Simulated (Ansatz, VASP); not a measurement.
# Cross-check of ZrPbSe3 between VASP and Ansatz, part 2 of 2

Aim: how closely do two programs agree when they are given the same cell, functional and k mesh? The cell is generated by rule, not measured, and may not be a known phase. The cell is taken from a series of runs on this material, whose earlier steps may have relaxed, scaled, displaced or heated it; both programs get it as it stands.

VASP 6.6.1 and Ansatz 0.2.0.

So far: The structure; VASP: relaxation of cell and atoms, LDA, pair 1.

The structure was built from a prototype and need not be the compound's stable phase.

## Step 3: Ansatz: relaxation of cell and atoms, LDA, pair 1

Level of this step: Ansatz beside VASP: Kohn-Sham DFT, plane waves, LDA (Ansatz).

Ansatz runs on its PAW soft_1 files.

The same cell, functional (in two slightly different forms), mesh and smearing now go to Ansatz, which takes its cutoff from its data sets.

input.yaml reads:

```yaml
crystal:
  lattice:
    - [5.1177728964, 0.0, 0.0]
    - [0.0, 5.1177728964, 0.0]
    - [0.0, 0.0, 5.1177728964]
  atoms:
    - { symbol: Pb, position: [0.0, 0.0, 0.0] }
    - { symbol: Zr, position: [0.5, 0.5, 0.5] }
    - { symbol: Se, position: [0.5, 0.5, 0.0] }
    - { symbol: Se, position: [0.5, 0.0, 0.5] }
    - { symbol: Se, position: [0.0, 0.5, 0.5] }
kpoints:
  mp_grid: { grid: [8, 8, 8] }
hamiltonian:
  xc: lda
  pseudopotentials: { kind: paw, azcp: { folder: soft_1 }, xc_functional: pbe }
scf:
  occupations: { method: gaussian, width: 0.1 }
output:
  forces: true
  stress: true
  eigenvalues: true
relax:
  adjacent_minimum: "off"
  f_tol: 0.005
  max_steps: 80
  cell: { stress_tol: 0.05 }
```

Command:

```
$ ansatz run input.yaml --threads 4 --pin off --max-ram 16384MiB --backend cpu --events-out ev --progress --plain --runs-dir out
```

Numbers of over 12 decimals in the logs are rounded to 6 here.

The log of the run:

```text
Engine: ansatz 0.2.0, aarch64-unknown-linux-gnu
Pseudopotentials: kind: paw
Pseudopotential: Pb, paw, valence charge 14, recommended cutoff 420 eV (normal), soft_1/Pb.paw.azcp
Pseudopotential: Zr, paw, valence charge 12, recommended cutoff 420 eV (normal), soft_1/Zr.paw.azcp
Pseudopotential: Se, paw, valence charge 16, recommended cutoff 420 eV (normal), soft_1/Se.paw.azcp
Functional definition: SPW92
  exchange = slater_x
  correlation = pw_c
Crystal: 5 atoms, lattice volume = 134.043 Å³
Basis set: ecut = 420 eV, 2601 PW (Γ)
Bands: 45, of which v1, the nominal top of the filled ones, is band 37 counted from 1 (36 counted from 0)
Symmetry: 48 space group operations
Space group: Pm-3m (ITA 221), of the structure as read, at distance tolerance 5.1e-5 Å
k-points: 35 of 512
Non-local potential: Pb, projectors of the file, l = 0: 2, l = 1: 2, l = 2: 2, l = 3: 1
Non-local potential: Zr, projectors of the file, l = 0: 3, l = 1: 2, l = 2: 2, l = 3: 1
Non-local potential: Se, projectors of the file, l = 0: 2, l = 1: 2, l = 2: 3, l = 3: 1
PAW form: soft (Blöchl's): semilocal exchange-correlation on the pseudo side does not see the compensation charge
PAW frozen core: Pb, regenerated for the run's functional, and the local potential with it (the file was generated under x = pbe(κ = 0.804, μ = 0.219515), c = pbe(β = 0.066725))
PAW frozen core: Zr, regenerated for the run's functional, and the local potential with it (the file was generated under x = pbe(κ = 0.804, μ = 0.219515), c = pbe(β = 0.066725))
PAW frozen core: Se, regenerated for the run's functional, and the local potential with it (the file was generated under x = pbe(κ = 0.804, μ = 0.219515), c = pbe(β = 0.066725))
PAW one-centre angular grid: Pb, 590 points (default); XC on 64 Gauss nodes
PAW one-centre angular grid: Zr, 590 points (default); XC on 64 Gauss nodes
PAW one-centre angular grid: Se, 590 points (default); XC on 64 Gauss nodes
Initial density: superposition of atomic densities (chi_scale 0.1, normalization cell, long waves kept (reshape's long-wave potential 0.00 eV rms))
Initial wavefunctions: pseudopotential atomic-orbital guess
Functional: x = slater, c = lda
SCF iter   1: F=—  HF=-31839.348646 eV  |F-HF|=—  |Δ(HF+E_count)|=         —  Δρ=7.13e-2  dr2=2.49e1  ethr=3.10e-3  ⟨swp⟩=7.1  Hψ=5827  notcnv=0
preconditioner: auto → Resta (q_TF=auto, 2.471 Å⁻¹)  ε∞=4.5  [insulator: Δε(μ)=0.137 eV  Ē_g=10.324 eV  σ=0.100 eV  W_gap=0.65  n_scr=32 (ndim 8)  ℏωp=19.2 eV  f_vac=0.002  D(μ)=1.06/eV (n_scr^D=0)  ε∞_Penn≈4.5]
SCF iter   2: F=—  HF=-31835.929092 eV  |F-HF|=—  |Δ(HF+E_count)|=    3.42e0  Δρ=3.07e-2  dr2=5.07e0  ethr=3.10e-3  ⟨swp⟩=3.0  Hψ=2590  notcnv=0  defer=57
preconditioner: auto → Kerker (q_TF=auto, 2.471 Å⁻¹)  [metal: Δε(μ)=0.038 eV  Ē_g=10.786 eV  σ=0.100 eV  W_gap=0.21  n_scr=32 (ndim 8)  ℏωp=19.2 eV  f_vac=0.002  D(μ)=3.65/eV (n_scr^D=26)]
SCF iter   3: F=—  HF=-31834.801936 eV  |F-HF|=—  |Δ(HF+E_count)|=    1.13e0  Δρ=8.17e-3  dr2=3.56e-1  ethr=3.10e-3  ⟨swp⟩=3.0  Hψ=2475  notcnv=0  defer=42
SCF iter   4: F=—  HF=-31834.720527 eV  |F-HF|=—  |Δ(HF+E_count)|=   8.14e-2  Δρ=1.94e-3  dr2=8.47e-3  ethr=4.80e-4  ⟨swp⟩=3.0  Hψ=2483  notcnv=0  defer=48
SCF iter   5: F=—  HF=-31834.719517 eV  |F-HF|=—  |Δ(HF+E_count)|=   1.01e-3  Δρ=6.73e-4  dr2=9.86e-4  ethr=1.14e-5  ⟨swp⟩=2.0  Hψ=2759  notcnv=0  defer=48
SCF iter   6: F=—  HF=-31834.719010 eV  |F-HF|=—  |Δ(HF+E_count)|=   5.07e-4  Δρ=3.20e-4  dr2=2.89e-4  ethr=1.33e-6  ⟨swp⟩=2.0  Hψ=2795  notcnv=0  defer=48
SCF iter   7: F=—  HF=-31834.718958 eV  |F-HF|=—  |Δ(HF+E_count)|=   5.20e-5  Δρ=1.66e-4  dr2=1.29e-4  ethr=3.90e-7  ⟨swp⟩=2.0  Hψ=1840  notcnv=0  defer=48
SCF iter   8: F=—  HF=-31834.718934 eV  |F-HF|=—  |Δ(HF+E_count)|=   2.35e-5  Δρ=4.98e-5  dr2=7.69e-6  ethr=1.74e-7  ⟨swp⟩=2.0  Hψ=1722  notcnv=0  defer=48
SCF iter   9: F=—  HF=-31834.718932 eV  |F-HF|=—  |Δ(HF+E_count)|=   1.87e-6  Δρ=1.42e-5  dr2=6.77e-7  ethr=1.04e-8  ⟨swp⟩=2.0  Hψ=1753  notcnv=0  defer=48
SCF iter  10: F=-31834.718932 eV  HF=-31834.718932 eV  |F-HF|=5.60e-9  |Δ(HF+E_count)|=   1.47e-7  Δρ=2.19e-6  dr2=9.59e-9  ethr=1.35e-10  ⟨swp⟩=12.1  Hψ=7880  notcnv=0
SCF 1 converged in 10 iterations: F = -31834.718932 eV  dr2 = 9.59e-9
  greatest PAW one-centre occupation: 1.000 electrons in one spin orbital (limit 2), on the Se atom at site 2 (counted from 0), in its partial waves of l = 2
relax step   1: F+E_penalty+E_count = -31834.71893234 eV  Δ(F+E_penalty+E_count) = +0.000e0 eV  max|allowed force component| = 4.928e-29 eV/Å  Δτ_max = 0.0000 Å  P = -0.059 GPa  Ω = 134.043 Å³  (10 SCF iters, dr2 threshold 1.00e-7 eV, accepted)
[...]
relax step   2: F+E_penalty+E_count = -31834.71896624 eV  Δ(F+E_penalty+E_count) = -3.391e-5 eV  max|allowed force component| = 3.297e-29 eV/Å  Δτ_max = 0.0000 Å  P = +0.030 GPa  Ω = 133.876 Å³  energy of the carried Pulay correction = +1.868e-5 eV  (5 SCF iters, dr2 threshold 8.75e-9 eV, accepted)
[...]
relax step   3: F+E_penalty+E_count = -31834.71895583 eV  Δ(F+E_penalty+E_count) = +1.041e-5 eV  max|allowed force component| = 3.364e-29 eV/Å  Δτ_max = 0.0000 Å  P = +0.030 GPa  Ω = 133.876 Å³  stress off target by 3.00e-2 GPa  SCF on the basis re-selected at this cell (its energy is not comparable with the rows above)  (3 SCF iters)
basis re-selected at this cell: Δ(F+E_penalty+E_count) = +1.041e-5 eV, ΔP = +0.000 GPa vs the last step (what re-selecting the basis moved, of the pressure what is left beyond the Pulay correction that the steps carried, after the strain that the cell walked since its last selection, with what the two solves' SCF thresholds leave and, on support functions, any second-order correction that the steps lacked; it is no m [...]
SCF converged after 3 iterations
Free energy (F): -31834.718956 eV
Harris-Foulkes:  -31834.718956 eV  (|F-HF|=7.28e-12)
Internal energy: -31834.712583 eV  (E = F + TS)
E sigma→0 (E₀):  -31834.715769 eV
Entropy (-TS):   -0.006373 eV (-1.275 meV/atom)
Fermi energy:    8.868267 eV
--- Per-component energies (eV) ---
  E_band       = -1351.418590
  E_kinetic    = 944.012289
  E_local      = -10119.027401  (includes V_loc(G=0)·N_el)
  E_nonlocal   = -665.177105
  E_hartree    = 5015.197322
  E_xc         = -613.700983
  E_vxc        = -594.732547  (∫ρ·V_xc dr)
  E_paw        = -19082.528170  (= ΣΔE_a)
  E_vpaw       = -946.886992  (= ΣTr[D̂ρ^β])
  E_aug_tail   = -0.001164  (compensation charges beyond the density's cutoff)
  E_ewald      = -7320.432228
  E_core_change = 6.944856  (= ΣΔE_core)
  E_smearing   = -0.006373  (= −TS)
  E_closure    = -0.000000  (closes the sum)
  Σ components = -31834.718956   (vs F -31834.718956, Δ=0.00e0)
--- Forces (eV/Å), atoms counted from 1 ---
  atom   1  Pb    -0.00000000     0.00000000    -0.00000000
  atom   2  Zr    -0.00000000     0.00000000     0.00000000
  atom   3  Se    -0.00000000     0.00000000    -0.00000000
  atom   4  Se    -0.00000000     0.00000000    -0.00000000
  atom   5  Se    -0.00000000    -0.00000000     0.00000000
  max |Σ_I F_I| component: 4.22e-29 eV/Å
--- Stress (GPa, compression-positive) ---
        0.029966       0.000000       0.000000
        0.000000       0.029966      -0.000000
        0.000000      -0.000000       0.029966
  P = ⅓ Tr σ = 0.0300 GPa (0.300 kbar)
--- Band table (eV; the first three rows and the last of 35) ---
  k-point 0: bands = [... 33 lower, 7.4681, 7.9829, 7.9829, 7.9829, 8.8718, 8.8718, 8.8718, 11.1811, ... 4 higher]
  k-point 1: bands = [... 33 lower, 7.3860, 7.5250, 7.8959, 7.8959, 8.8801, 9.3589, 9.3589, 10.9205, ... 4 higher]
  k-point 2: bands = [... 33 lower, 6.9779, 7.2040, 7.9357, 7.9357, 8.9006, 10.0622, 10.1135, 10.1135, ... 4 higher]
  k-point 34: bands = [... 33 lower, 4.7679, 8.8769, 8.8769, 8.8769, 10.3065, 10.3065, 10.3065, 13.1096, ... 4 higher]
--- Relaxed structure (2 steps of the walk, 2 accepted, 1 SCFs on fresh bases) ---
  F+E_penalty+E_count = -31834.71895583 eV   max|allowed force component| = 3.364e-29 eV/Å   (the final SCF, on the basis selected at the relaxed cell)
  cell:  # Å, volume = 133.8764 Å³
    - [5.115656, 0, 0]
    - [0, 5.115656, 0.0]
    - [0, 0.0, 5.115656]
  atoms:
    - { symbol: Pb, position: [0, 0, 0] }
    - { symbol: Zr, position: [0.500000, 0.500000, 0.500000] }
    - { symbol: Se, position: [0.500000, 0.500000, 0] }
    - { symbol: Se, position: [0.500000, 0, 0.500000] }
    - { symbol: Se, position: [0, 0.500000, 0.500000] }
```

## Step 4: Side by side

Known differences besides the potentials themselves: the data sets hold 74 valence electrons in Ansatz (on its PAW soft_1 files) and 44 in VASP; the cutoff is 420 eV in Ansatz and 500 eV in VASP; VASP's log shows a relativistic correction to its local exchange, Ansatz's none; Ansatz adds a Pulay correction to the stress that steers its cell, VASP none. Total energies have different zeros and are not compared.

Compared:

| quantity | Ansatz | VASP | difference |
| --- | --- | --- | --- |
| volume (Å³) | 133.88 | 134.19 | -0.23 % |
| edge a after relaxation, in the typed setting (Å) | 5.116 | 5.120 | -0.08 % |

## Step 5: VASP: relaxation of cell and atoms, LDA, pair 2

The relaxed volume is the usual yardstick between codes: in a stiff, nearly cubic crystal its relative difference is about their pressure difference at one cell divided by the bulk modulus.

INCAR reads:

```
SYSTEM = ZrPbSe3
PREC = Accurate
ENCUT = 500
EDIFF = 1E-07
NELM = 120
ISMEAR = 1
SIGMA = 0.2
LREAL = .FALSE.
ALGO = Normal
GGA = PW92
NBANDS = 28
LASPH = .TRUE.
LORBIT = 11
LWAVE = .FALSE.
LCHARG = .FALSE.
ISIF = 3
IBRION = 2
NSW = 80
EDIFFG = -0.005
GGA_COMPAT = .FALSE.
NELMIN = 4
KPAR = 2
```

POSCAR reads:

```
ZrPbSe3
1.0
    5.1156560000      0.0000000000      0.0000000000
    0.0000000000      5.1156560000      0.0000000000
    0.0000000000      0.0000000000      5.1156560000
Pb Zr Se
1 1 3
Direct
    0.0000000000      0.0000000000      0.0000000000
    0.5000000000      0.5000000000      0.5000000000
    0.5000000000      0.5000000000      0.0000000000
    0.5000000000      0.0000000000      0.5000000000
    0.0000000000      0.5000000000      0.5000000000
```

KPOINTS reads:

```
Automatic mesh
0
Gamma
8 8 8
0 0 0
```

PAW data sets: Pb_d, Zr_sv and Se (LDA family, release 64).

Command:

```
$ mpirun -np 2 vasp_std
```

The log of the run:

```text
[banner, memory and clock lines left out]
running    2 mpi-ranks, on    1 nodes
[...]
[... a notice as in an earlier step ...]

 LDA part: xc-table for (Slater(with rela. corr.)+PW92), standard interpolation
 POSCAR, INCAR and KPOINTS ok, starting setup
[...]
entering main loop
       N       E                     dE             d eps       ncg     rms          rms(c)
DAV:   1     0.421597565037E+03    0.42160E+03   -0.19792E+04  1968   0.146E+03
DAV:   2     0.178413660633E+02   -0.40376E+03   -0.39026E+03  2112   0.392E+02
DAV:   3    -0.287843685001E+02   -0.46626E+02   -0.44743E+02  3156   0.130E+02
DAV:   4    -0.317594012709E+02   -0.29750E+01   -0.29633E+01  2960   0.261E+01
[...]
DAV:  12    -0.293001982149E+02    0.27846E-04   -0.10956E-04  2580   0.644E-02    0.132E-02
DAV:  13    -0.293001974815E+02    0.73348E-06   -0.12621E-05  2508   0.297E-02    0.633E-03
DAV:  14    -0.293001974554E+02    0.26017E-07   -0.46927E-07  2508   0.391E-03
   1 F= -.29300197E+02 E0= -.29301427E+02  d E =-.293002E+02
[...]
DAV:   6    -0.293002719350E+02   -0.83279E-05   -0.28923E-05  3448   0.307E-02    0.370E-03
DAV:   7    -0.293002718624E+02    0.72536E-07   -0.89212E-07  2492   0.589E-03
   2 F= -.29300272E+02 E0= -.29301533E+02  d E =-.744070E-04
 trial-energy change:   -0.000074  1 .order   -0.000070   -0.000550    0.000410
 step:   0.5795(harm=  0.5730)  dis= 0.00000  next Energy=   -29.300358 (dE=-0.160E-03)
[...]
N       E                     dE             d eps       ncg     rms          rms(c)
DAV:   1    -0.293012076300E+02   -0.93570E-03   -0.28500E-02  2124   0.167E+00    0.229E-01
DAV:   2    -0.293005034866E+02    0.70414E-03   -0.19768E-03  2256   0.417E-01    0.785E-02
DAV:   3    -0.293003498045E+02    0.15368E-03   -0.55544E-04  2456   0.206E-01    0.254E-02
DAV:   4    -0.293003541528E+02   -0.43483E-05   -0.62327E-05  3252   0.290E-02    0.160E-02
DAV:   5    -0.293003559601E+02   -0.18074E-05   -0.28886E-06  3088   0.762E-03    0.101E-02
DAV:   6    -0.293003574109E+02   -0.14508E-05   -0.49617E-06  3476   0.128E-02    0.151E-03
DAV:   7    -0.293003573987E+02    0.12272E-07   -0.14513E-07  1752   0.245E-03
   3 F= -.29300357E+02 E0= -.29301605E+02  d E =-.159943E-03
[...]
reached required accuracy - stopping structural energy minimisation
```

Parts of OUTCAR (step 5):

```text
  Total       -0.0012109     -0.0012109     -0.0012109     -0.0000000     -0.0000000     -0.0000000
  in kB       -0.0144578     -0.0144578     -0.0144578     -0.0000000     -0.0000000     -0.0000000
  external PRESSURE =      -0.0144578 kB  Pullay stress =       0.0000000 kB

 POSITION                                       TOTAL-FORCE (eV/Angst)
 -----------------------------------------------------------------------------------
      0.00000      0.00000      0.00000         0.000000      0.000000      0.000000
      2.55980      2.55980      2.55980        -0.000000      0.000000      0.000000
      2.55980      2.55980      0.00000         0.000000      0.000000      0.000000
      2.55980      0.00000      2.55980         0.000000      0.000000      0.000000
     -0.00000      2.55980      2.55980         0.000000      0.000000      0.000000
 -----------------------------------------------------------------------------------
    total drift:                                0.000000      0.000000     -0.000000

  FREE ENERGIE OF THE ION-ELECTRON SYSTEM (eV)
  ---------------------------------------------------
  free  energy   TOTEN  =       -29.3003573987 eV

  energy  without entropy=      -29.3040987107  energy(sigma->0) =      -29.30160450

[... 2 parts as in an earlier step ...]

[... 2 further parts left out ...]
[key lines of the parts left out:]
E-fermi :   4.9511
```

## Step 6: Ansatz: relaxation of cell and atoms, LDA, pair 2

The same cell, functional (in two slightly different forms), mesh and smearing now go to Ansatz, which takes its cutoff from its data sets.

The cell is taken from a series of runs on this material, whose earlier steps may have relaxed, scaled, displaced or heated it; both programs get it as it stands.

input.yaml, the sections that differ from step 3:

```yaml
crystal:
  lattice:
    - [5.1156560291, 0.0, 0.0]
    - [0.0, 5.1156560291, 0.0]
    - [0.0, 0.0, 5.1156560291]
  atoms:
    - { symbol: Pb, position: [0.0, 0.0, 0.0] }
    - { symbol: Zr, position: [0.5, 0.5, 0.5] }
    - { symbol: Se, position: [0.5, 0.5, 0.0] }
    - { symbol: Se, position: [0.5, 0.0, 0.5] }
    - { symbol: Se, position: [0.0, 0.5, 0.5] }
scf:
  occupations: { method: methfessel_paxton, width: 0.2 }
relax:
  adjacent_minimum: "off"
  f_tol: 0.001
  max_steps: 60
  cell: { stress_tol: 0.01 }
# kpoints, hamiltonian, output: as in step 3
```

Command:

```
$ ansatz run input.yaml --threads 4 --pin off --max-ram 16384MiB --backend cpu --events-out ev --progress --plain --runs-dir out
```

The log of the run:

```text
[...]
Crystal: 5 atoms, lattice volume = 133.876 Å³
Basis set: ecut = 420 eV, 2601 PW (Γ)
Bands: 45, of which v1, the nominal top of the filled ones, is band 37 counted from 1 (36 counted from 0)
Symmetry: 48 space group operations
[...]
k-points: 35 of 512
[...]
--- Relaxed structure (3 steps of the walk, 3 accepted, 1 SCFs on fresh bases) ---
[...]
cell:  # Å, volume = 133.9284 Å³
    - [5.116318, 0, 0]
    - [0, 5.116318, 0.0]
    - [0, 0.0, 5.116318]
  atoms:
    - { symbol: Pb, position: [0, 0, 0] }
    - { symbol: Zr, position: [0.5, 0.5, 0.5] }
    - { symbol: Se, position: [0.5, 0.5, 0] }
    - { symbol: Se, position: [0.5, 0, 0.5] }
    - { symbol: Se, position: [0, 0.5, 0.5] }
[key lines of the parts left out:]
SCF converged after 6 iterations
Free energy (F): -31834.715812 eV
Fermi energy:    8.855249 eV
P = ⅓ Tr σ = -0.0001 GPa (-0.001 kbar)
```

## Step 7: Comparison

What differs besides the data sets and the points named for the pairs above, as far as they apply: the data sets hold 74 valence electrons in Ansatz (on its PAW soft_1 files) and 44 in VASP. Total energies have different zeros and are not compared.

Both answers:

| quantity | Ansatz | VASP | difference |
| --- | --- | --- | --- |
| volume (Å³) | 133.93 | 134.19 | -0.19 % |
| edge a after relaxation, in the typed setting (Å) | 5.116 | 5.120 | -0.06 % |

## Step 8: Outcome

| Item | Value |
| --- | --- |
| difference in volume (relaxation of cell and atoms, LDA, pair 1) | -0.23 % |
| difference in volume (relaxation of cell and atoms, LDA, pair 2) | -0.19 % |

In words: The difference in volume is -0.23 % (relaxation of cell and atoms, LDA, pair 1), within the 1.2 % picked in this series as the mark of a large difference, as far as the stopping tolerances let one tell. The data sets hold unlike numbers of valence electrons (74 in Ansatz and 44 in VASP), so part of the differences comes from the potentials. 1 further run of this series is not shown here. Such differences can come from data sets, numerical settings and the points named under the comparisons, not from the functional's error against experiment.

[Lines on the potential files, build, host, timing and source positions are cut from VASP's logs without a mark.]

[Logs are printed without paths, hosts, clocks, repeated set-up lines and the standing remarks that a program may print on its own settings, such as how far it seeks lower states.]

[Hosts, paths, dates, database ids (printed as entryN), source tags and the programs' standing remarks are cut or masked in the printed files.]
